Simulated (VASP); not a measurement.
Output of a VASP run:

OUTCAR:
```
 ion  position               nearest neighbor table
   1  0.333  0.667  0.250-   2 2.73   2 2.73   2 2.73   2 2.73   2 2.73   2 2.73
   2  0.667  0.333  0.750-   1 2.73   1 2.73   1 2.73   1 2.73   1 2.73   1 2.73
  LATTYP: Found a hexagonal cell.
 ALAT       =     2.7603876871
 C/A-ratio  =     1.6022001390
 Subroutine PRICEL returns:
 Original cell was already a primitive cell.
 Subroutine GETGRP returns: Found 24 space group operations
The static configuration has the point symmetry D_3d.
 The point group associated with its full space group is D_6h.
The dynamic configuration has the point symmetry D_3d.
 Subroutine INISYM returns: Found 24 space group operations
 Subroutine IBZKPT returns following result:
 Found    120 irreducible k-points:

 Following reciprocal coordinates:
            Coordinates               Weight
  0.000000  0.000000  0.000000      1.000000
  0.071429  0.000000  0.000000      6.000000
  0.142857  0.000000  0.000000      6.000000
  0.214286  0.000000  0.000000      6.000000
  0.285714  0.000000  0.000000      6.000000
  0.357143  0.000000  0.000000      6.000000
  0.428571  0.000000  0.000000      6.000000
  0.500000  0.000000  0.000000      3.000000
  0.071429  0.071429  0.000000      6.000000
  0.142857  0.071429  0.000000     12.000000
  0.214286  0.071429  0.000000     12.000000
  0.285714  0.071429  0.000000     12.000000
  0.357143  0.071429  0.000000     12.000000
  0.428571  0.071429  0.000000     12.000000
  0.142857  0.142857  0.000000      6.000000
  0.214286  0.142857  0.000000     12.000000
  0.285714  0.142857  0.000000     12.000000
  0.357143  0.142857  0.000000     12.000000
  0.428571  0.142857  0.000000      6.000000
  0.214286  0.214286  0.000000      6.000000
  0.285714  0.214286  0.000000     12.000000
  0.357143  0.214286  0.000000     12.000000
  0.285714  0.285714  0.000000      6.000000
  0.357143  0.285714  0.000000      6.000000
  0.000000  0.000000  0.125000      2.000000
  0.071429  0.000000  0.125000     12.000000
  0.142857  0.000000  0.125000     12.000000
  0.214286  0.000000  0.125000     12.000000
  0.285714  0.000000  0.125000     12.000000
  0.357143  0.000000  0.125000     12.000000
  0.428571  0.000000  0.125000     12.000000
  0.500000  0.000000  0.125000      6.000000
  0.071429  0.071429  0.125000     12.000000
  0.142857  0.071429  0.125000     24.000000
  0.214286  0.071429  0.125000     24.000000
  0.285714  0.071429  0.125000     24.000000
  0.357143  0.071429  0.125000     24.000000
  0.428571  0.071429  0.125000     24.000000
  0.142857  0.142857  0.125000     12.000000
  0.214286  0.142857  0.125000     24.000000
   k-points           NKPTS =    120   k-points in BZ     NKDIM =    120   number of bands    NBANDS=     17
   number of dos      NEDOS =    301   number of ions     NIONS =      2
   total plane-waves  NPLWV =  20736
   dimension x,y,z NGX =    24 NGY =   24 NGZ =   36
   dimension x,y,z NGXF=    48 NGYF=   48 NGZF=   72
   ions per type =               2
   PREC   = accura    normal or accurate (medium, high low for compatibility)
   ISTART =      0    job   : 0-new  1-cont  2-samecut
   ICHARG =      2    charge: 1-file 2-atom 10-const
   ISPIN  =      1    spin polarized calculation?
   LNONCOLLINEAR =      F non collinear calculations
   LSORBIT =      F    spin-orbit coupling
   INIWAV =      1    electr: 0-lowe 1-rand  2-diag
   ENCUT  =  520.0 eV  38.22 Ry    6.18 a.u.   5.13  5.13  8.22*2*pi/ulx,y,z
   NELM   =    100;   NELMIN=  2; NELMDL= -5     # of ELM steps
   EDIFF  = 0.1E-05   stopping-criterion for ELM
   LREAL  =      F    real-space projection
   NLSPLINE    = F    spline interpolate recip. space projectors
   LMAXMIX     =    4 max onsite mixed and CHGCAR
   VOSKOWN=      0    Vosko Wilk Nusair interpolation
   EDIFFG = -.1E-01   stopping-criterion for IOM
   NSW    =     60    number of steps for IOM
...
```

### OSZICAR
```
       N       E                     dE             d eps       ncg     rms          rms(c)
DAV:   1     0.315691841075E+03    0.31569E+03   -0.16784E+04  4088   0.161E+03
DAV:   2    -0.125938896150E+02   -0.32829E+03   -0.32523E+03  4518   0.457E+02
DAV:   3    -0.207467099756E+02   -0.81528E+01   -0.79421E+01  5022   0.822E+01
DAV:   4    -0.208309395441E+02   -0.84230E-01   -0.82716E-01  4496   0.793E+00
DAV:   5    -0.208316227707E+02   -0.68323E-03   -0.68318E-03  4568   0.723E-01    0.222E+01
DAV:   6    -0.196052695037E+02    0.12264E+01   -0.30625E+00  4332   0.174E+01    0.677E+00
DAV:   7    -0.194682523831E+02    0.13702E+00   -0.57261E-01  4665   0.683E+00    0.816E-01
DAV:   8    -0.194609396074E+02    0.73128E-02   -0.10235E-02  4212   0.109E+00    0.286E-01
DAV:   9    -0.194609505203E+02   -0.10913E-04   -0.62295E-04  4772   0.239E-01    0.233E-02
DAV:  10    -0.194609434764E+02    0.70439E-05   -0.14990E-05  4328   0.356E-02    0.847E-03
DAV:  11    -0.194609426805E+02    0.79586E-06   -0.10953E-06  2213   0.121E-02
   1 F= -.19460943E+02 E0= -.19460519E+02  d E =-.194609E+02
```

OUTCAR:
```
------------------------ aborting loop because EDIFF is reached ----------------------------------------
  FORCE on cell =-STRESS in cart. coord.  units (eV):
  Direction    XX          YY          ZZ          XY          YZ          ZX
  --------------------------------------------------------------------------------------
  Total        0.0068956      0.0068956     -0.0034231      0.0000000      0.0000000      0.0000000
  in kB        0.3785488      0.3785490     -0.1879188      0.0000000      0.0000000      0.0000000
  external PRESSURE =       0.1897263 kB  Pullay stress =       0.0000000 kB
  volume of cell :       29.18
      direct lattice vectors                 reciprocal lattice vectors
     1.380193669 -2.390565962  0.000000000     0.362268000 -0.209155492  0.000000000
     1.380193669  2.390565962  0.000000000     0.362268000  0.209155492  0.000000000
     0.000000000  0.000000000  4.422693536     0.000000000  0.000000000  0.226106555
 POSITION                                       TOTAL-FORCE (eV/Angst)
 -----------------------------------------------------------------------------------
      1.38019      0.79686      1.10567         0.000000      0.000000      0.000000
      1.38019     -0.79686      3.31702        -0.000000     -0.000000      0.000000
 -----------------------------------------------------------------------------------
    total drift:                               -0.000000      0.000626     -0.000043
  FREE ENERGIE OF THE ION-ELECTRON SYSTEM (eV)
  ---------------------------------------------------
  free  energy   TOTEN  =       -19.4609426805 eV

  energy  without entropy=      -19.4596713161  energy(sigma->0) =      -19.46051889

 reached required accuracy - stopping structural energy minimisation
```
(Selected blocks of OUTCAR.)

POSCAR:
```
Tc
1
    1.3801936693    -2.3905659619     0.0000000000
    1.3801936693     2.3905659619    -0.0000000000
   -0.0000000000     0.0000000000     4.4226935360
Tc
2
Direct
  0.3333330000   0.6666670000   0.2500000000
  0.6666670000   0.3333330000   0.7500000000
```

Reconstruct the remaining input files.

This is not unique; one that fits is the input of the run itself, RPBE GGA, plane waves, VASP's PBE PAW potentials (set 64).

KPOINTS:
```
Automatic mesh
0
Gamma
14 14 8
0 0 0
```

INCAR:
```
IBRION=2
ISMEAR=1
LCHARG=F
NELM=100   ! most electronic steps
LMAXMIX=4
LWAVE=F
ENCUT=520   ! plane-wave cut-off (eV)
ALGO=Normal   ! blocked Davidson
NSW=60
LREAL=F   ! projection in real space or not
SYSTEM=Tc
EDIFFG=-0.01   ! ionic stop
GGA=RP
ISIF=3   ! ions, shape and volume
LASPH=T   ! aspherical one-centre terms
SIGMA=0.1
PREC=Accurate
EDIFF=1E-6   ! SCF stop (eV)
```

POTCAR, in this order: Tc_pv (PBE.64 set). Program: vasp_std.

The compound is Tc in the hcp structure. It was relaxed first. The start is the result of an earlier pass.
